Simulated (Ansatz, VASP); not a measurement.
# Cross-check of Hf (Hafnium) between VASP and Ansatz, part 2 of 2

Wanted: the spread between two codes on one cell, functional and k mesh. The cell is taken from a series of runs on this material, whose earlier steps may have relaxed, scaled, displaced or heated it; both programs get it as it stands.

VASP 6.6.1 and Ansatz 0.2.0.

So far: The starting structure; VASP: zone-centre phonons, PBE.

## (3) Ansatz: zone-centre phonons, PBE

Level of this step: Ansatz beside VASP: Kohn-Sham DFT, plane waves, PBE (Ansatz).

Ansatz runs on its default PAW (the set named soft_2) files.

The same cell, functional, mesh and smearing now go to Ansatz, which takes its cutoff from its data sets.

input.yaml

```yaml
crystal:
  lattice:
    - [3.2043704354, 0.0, 0.0]
    - [-1.6021852177, 2.7750662002, 0.0]
    - [0.0, 0.0, 5.0726244145]
  atoms:
    - { symbol: Hf, position: [0.3333333333, 0.6666666667, 0.25] }
    - { symbol: Hf, position: [0.6666666667, 0.3333333333, 0.75] }
kpoints:
  mp_grid: { grid: [6, 6, 4] }
hamiltonian:
  xc: pbe
scf:
  occupations: { method: methfessel_paxton, width: 0.2 }
output:
  eigenvalues: true
phonons:
  method: dfpt
  qmesh: [2, 2, 2]
  temperatures: { t_max: 1000, t_step: 50 }
  qpath:
    path:
      - [[0.0, 0.0, 0.0], [0.5, 0.0, 0.0], [0.33333333, 0.33333333, 0.0], [0.0, 0.0, 0.0], [0.0, 0.0, 0.5], [0.5, 0.0, 0.5], [0.33333333, 0.33333333, 0.5], [0.0, 0.0, 0.5]]
      - [[0.5, 0.0, 0.5], [0.5, 0.0, 0.0]]
      - [[0.33333333, 0.33333333, 0.5], [0.33333333, 0.33333333, 0.0]]
    npoints: 10
```

On the command line:

```console
> ansatz run input.yaml --threads 4 --pin off --max-ram 10240MiB --backend cpu --events-out ev --progress --plain --runs-dir out
```

Numbers of over 12 decimals in the logs are rounded to 6 here.

Output:

```text
Engine: ansatz 0.2.0, aarch64-unknown-linux-gnu
Pseudopotentials: kind: paw
Pseudopotential: Hf, paw, valence charge 26, recommended cutoff 420 eV (normal), Hf.paw.azcp
Functional definition: PBE
  parameter kappa = 0.804
  parameter beta = 0.066725
  exchange = pbe_x(kappa = kappa, mu = beta*pi^2/3)
  correlation = pbe_c(beta = beta)
Crystal: 2 atoms, lattice volume = 45.108 Å³
Basis set: ecut = 420 eV, 881 PW (Γ), exchange–correlation on 48×48×72 points (8 copies of the dense FFT grid, shifted against one another)
Bands: 32, of which v1, the nominal top of the filled ones, is band 26 counted from 1 (25 counted from 0)
Symmetry: 24 space group operations
k-points: 21 of 144
Non-local potential: Hf, projectors of the file, l = 0: 3, l = 1: 2, l = 2: 2, l = 3: 3
PAW form: soft (Blöchl's): semilocal exchange-correlation on the pseudo side does not see the compensation charge
PAW one-centre angular grid: Hf, 590 points (default); XC on 64 Gauss nodes
Initial density: superposition of atomic densities (neutral atoms: chi_scale 0, normalization atom), corrected by the library's trained network
Initial wavefunctions: pseudopotential atomic-orbital guess
Functional: x = pbe(κ = 0.804, μ = 0.219515), c = pbe(β = 0.066725)
SCF iter   1: F=—  HF=-31442.698934 eV  |F-HF|=—  |Δ(HF+E_count)|=         —  Δρ=3.19e-3  dr2=2.57e-3  ethr=1.77e-3  ⟨swp⟩=4.2  Hψ=2155  notcnv=0
preconditioner: auto → Kerker (q_TF=auto, 2.794 Å⁻¹)  [metal: Δε(μ)=0.025 eV  Ē_g=17.575 eV  σ=0.200 eV  W_gap=0.10  n_scr=22 (ndim 8)  ℏωp=38.3 eV  f_vac=0.000  D(μ)=2.79/eV (n_scr^D=22)]
SCF iter   2: F=—  HF=-31442.699259 eV  |F-HF|=—  |Δ(HF+E_count)|=   3.25e-4  S|Δr|=    0.00e0  Δρ=2.05e-3  dr2=1.18e-3  ethr=4.95e-6  ⟨swp⟩=2.1  Hψ=1009  notcnv=0
SCF iter   3: F=—  HF=-31442.699431 eV  |F-HF|=—  |Δ(HF+E_count)|=   1.72e-4  S|Δr|=    0.00e0  Δρ=3.03e-4  dr2=3.29e-5  ethr=2.27e-6  ⟨swp⟩=2.1  Hψ=819  notcnv=0
SCF iter   4: F=—  HF=-31442.699417 eV  |F-HF|=—  |Δ(HF+E_count)|=   1.40e-5  S|Δr|=    0.00e0  Δρ=1.61e-4  dr2=5.38e-6  ethr=6.33e-8  ⟨swp⟩=2.2  Hψ=1242  notcnv=0
SCF iter   5: F=—  HF=-31442.699419 eV  |F-HF|=—  |Δ(HF+E_count)|=   2.20e-6  S|Δr|=    0.00e0  Δρ=6.09e-5  dr2=7.93e-7  ethr=1.04e-8  ⟨swp⟩=2.2  Hψ=1097  notcnv=0
SCF iter   6: F=—  HF=-31442.699424 eV  |F-HF|=—  |Δ(HF+E_count)|=   5.11e-6  S|Δr|=    0.00e0  Δρ=1.61e-5  dr2=6.98e-8  ethr=1.52e-9  ⟨swp⟩=2.0  Hψ=1121  notcnv=0
SCF iter   7: F=—  HF=-31442.699424 eV  |F-HF|=—  |Δ(HF+E_count)|=   3.52e-8  S|Δr|=    0.00e0  Δρ=3.50e-6  dr2=5.52e-9  ethr=1.34e-10  ⟨swp⟩=2.2  Hψ=1202  notcnv=0
SCF iter   8: F=—  HF=-31442.699424 eV  |F-HF|=—  |Δ(HF+E_count)|=   1.86e-9  S|Δr|=    0.00e0  Δρ=7.79e-7  dr2=3.12e-10  ethr=1.06e-11  ⟨swp⟩=2.2  Hψ=1243  notcnv=0
SCF iter   9: F=-31442.699424 eV  HF=-31442.699424 eV  |F-HF|=1.82e-11  |Δ(HF+E_count)|=  6.91e-11  S|Δr|=    0.00e0  Δρ=1.65e-7  dr2=9.15e-12  ethr=1.00e-12  ⟨swp⟩=7.2  Hψ=4182  notcnv=0
SCF 1 converged in 9 iterations: F = -31442.699424 eV  dr2 = 9.15e-12
  greatest PAW one-centre occupation: 0.998 electrons in one spin orbital (limit 2), on the Hf atom at site 1 (counted from 0), in its partial waves of l = 0
NSCF: frozen V_eff on 21 k-points
NSCF: frozen V_eff on 39 k-points
DFPT response loops at q = (0, 0, 0) (fractional): preconditioner auto → Kerker (q_TF=auto, 2.794 Å⁻¹) (partly filled bands, converged f_vac=0.000); β = 1.00, the filter's whole step (`scf.mixing.beta` (0.50) is not read by the response loops under this deck's `scf.mixing.preconditioner`; to damp them name `kerker` or `kerker_dos`, under which they read `scf.mixing.beta`, and type it under 1.00, their step now; both keys bind the ground state too); Broyden in place of MSR1
NSCF: frozen V_eff on 78 k-points
DFPT response loops at q = (0, 0, -0.5) (fractional): mixed as the last ones told, above
NSCF: frozen V_eff on 78 k-points
DFPT response loops at q = (0, -0.5, 0) (fractional): mixed as the last ones told, above
NSCF: frozen V_eff on 78 k-points
DFPT response loops at q = (0, -0.5, -0.5) (fractional): mixed as the last ones told, above
SCF converged after 9 iterations
Stability not checked: this state was not tested for a lower state beside it, because cold or Methfessel-Paxton smearing, or corrected tetrahedra, fill the levels in a way that the test cannot read (fill_not_monotonic; see scf.lower_state_search)
Free energy (F): -31442.699424 eV
Harris-Foulkes:  -31442.699424 eV  (|F-HF|=1.82e-11)
Internal energy: -31442.691169 eV  (E = F + TS)
E sigma→0 (E₀):  -31442.697360 eV
Entropy (-TS):   -0.008255 eV (-4.127 meV/atom)
Fermi energy:    19.781010 eV
--- Per-component energies (eV) ---
  E_band       = 62.329228
  E_kinetic    = 847.825647
  E_local      = -10185.463570  (includes V_loc(G=0)·N_el)
  E_nonlocal   = -2488.749813
  E_hartree    = 4788.444642
  E_xc         = -600.097746
  E_vxc        = -532.209625  (∫ρ·V_xc dr)
  E_paw        = -13855.518962  (= ΣΔE_a)
  E_vpaw       = 2844.037314  (= ΣTr[D̂ρ^β])
  E_aug_tail   = -0.000002  (compensation charges beyond the density's cutoff)
  E_ewald      = -9949.131365
  E_smearing   = -0.008255  (= −TS)
  E_closure    = 0.000000  (closes the sum)
  Σ components = -31442.699424   (vs F -31442.699424, Δ=0.00e0)
--- Band table (eV; the first three rows and the last of 21) ---
  k-point 0: bands = [... 22 lower, 12.3788, 16.0367, 20.3336, 20.8959, 20.8959, 21.1726, 21.7074, 21.7074, ... 2 higher]
  k-point 1: bands = [... 22 lower, 12.9330, 15.6677, 19.7962, 20.6990, 20.6990, 20.7130, 21.3145, 21.3145, ... 2 higher]
  k-point 2: bands = [... 22 lower, 14.3368, 14.3368, 19.8785, 19.8785, 20.7871, 20.7871, 20.7871, 20.7871, ... 2 higher]
  k-point 20: bands = [... 22 lower, 17.9902, 17.9902, 18.2756, 18.2756, 19.5163, 19.5163, 22.2339, 22.2339, ... 2 higher]
--- Phonons (Γ-DFPT): 2 representative perturbations + reference (Σ response iterations 6) ---
  ASR residual: 4.731e-5 → 0.000e0 eV/Å²; symmetrization residual: 8.374e-11 eV/Å²
  ASR residual per site (eV/Å²): 4.73e-5 4.73e-5
  Γ frequencies (cm⁻¹): 0.00 0.00 0.00 75.87 75.87 113.75
--- Phonons (arbitrary-q DFPT): 4 irreducible q on the 2×2×2 mesh ---
  q = [0.0000, 0.0000, 0.0000] (star 1, of the zone-centre solve; hermiticity 4.41e-13, symmetrization 1.97e-11): -0.00 0.00 0.00 75.87 75.87 113.75
  q = [0.0000, 0.0000, -0.5000] (star 1, 2 solved perturbations in 60 linear systems a pass and spin channel, the states on 39 of 144 k-point pairs; hermiticity 6.11e-12, symmetrization 2.96e-12): 53.32 53.32 53.32 53.32 103.18 103.18
  q = [0.0000, -0.5000, 0.0000] (star 3, 3 solved perturbations on 39 of 144 k-point pairs; hermiticity 3.97e-13, symmetrization 3.37e-13): 55.38 71.60 116.74 119.46 127.23 129.39
  q = [0.0000, -0.5000, -0.5000] (star 3, 3 solved perturbations on 39 of 144 k-point pairs; hermiticity 2.73e-7, symmetrization 3.38e-13): 96.57 96.57 96.80 96.80 149.15 149.15
  sum rule: each row above includes the acoustic sum rule's correction from the zone centre's row sums; it moved no ω² by more than (0.27 cm⁻¹)²
  mesh force constants: q→R imaginary residual 1.42e-17; ASR residual 4.731e-5 → 0.000e0 eV/Å²; symmetrization residual 9.770e-15 eV/Å²
  interpolated dispersion: 93 rows × 6 modes
  density of states and harmonic sums: on the 22×22×12 q-mesh, interpolated from the force constants of a 2×2×2 supercell (no non-analytic term)
  largest difference from the sums on the solved wave vectors: F 8.15e-2 eV, S 1.14e-4 and C_V 3.23e-5 eV/K
  zero-point energy: 0.036844 eV/cell   skipped modes (ω ≤ 0): 3   left out of the sums: 8.61e-5 of the cell's modes: C_V's classical limit lies that fraction below 3 k_B per atom; for a crystal, a wire or a layer, F and S can be off by more, and a phonons.interpolated_qmesh denser along its periods is the remedy for the sampling
```

In the SCF lines HF is the Harris–Foulkes energy and dr2 the Hartree energy of the density residual, in eV; the loop may stop once dr2 is under the threshold and the program's other checks hold. Hψ counts applications of the Hamiltonian.

## (4) Comparison

Known differences besides the potentials themselves: VASP's run holds the zone centre alone; the data sets hold 52 valence electrons in Ansatz (on its default PAW (the set named soft_2) files) and 20 in VASP; the cutoff is 420 eV in Ansatz and 500 eV in VASP. Total energies have different zeros and are not compared.

The two programs side by side:

```
                  quantity  Ansatz   VASP  difference
optical mode 1 to 2 (cm⁻¹)    75.9   76.3     -0.60 %
     optical mode 3 (cm⁻¹)   113.8  111.7     +1.79 %
```

Modes are paired by rising frequency, not by their patterns, so a pair may set unlike modes beside each other; they are those without the splitting of longitudinal modes.

## (5) Outcome

| Quantity | Value |
| --- | --- |
| r.m.s. difference of the optical zone-centre modes, each program's sorted by frequency (zone-centre phonons, PBE) | 1.2 cm⁻¹ |
| difference in optical mode 3 (zone-centre phonons, PBE) | +1.8 % |

The r.m.s. difference of the optical zone-centre modes, each program's sorted by frequency is 1.2 cm⁻¹ (zone-centre phonons, PBE). The data sets hold unlike numbers of valence electrons (52 in Ansatz and 20 in VASP), so part of the differences comes from the potentials. Among the rows given in per cent, the largest difference of the zone-centre phonons, PBE pair is in optical mode 3, +1.8 %. Such differences can come from data sets, numerical settings and the points named under the comparisons, not from the functional's error against experiment.

[Lines on the potential files, build, host, timing and source positions are cut from VASP's logs without a mark.]

[Logs are printed without paths, hosts, clocks, repeated set-up lines and the standing remarks that a program may print on its own settings, such as how far it seeks lower states.]

[Hosts, paths, dates, database ids (printed as entryN), source tags and the programs' standing remarks are cut or masked in the printed files.]
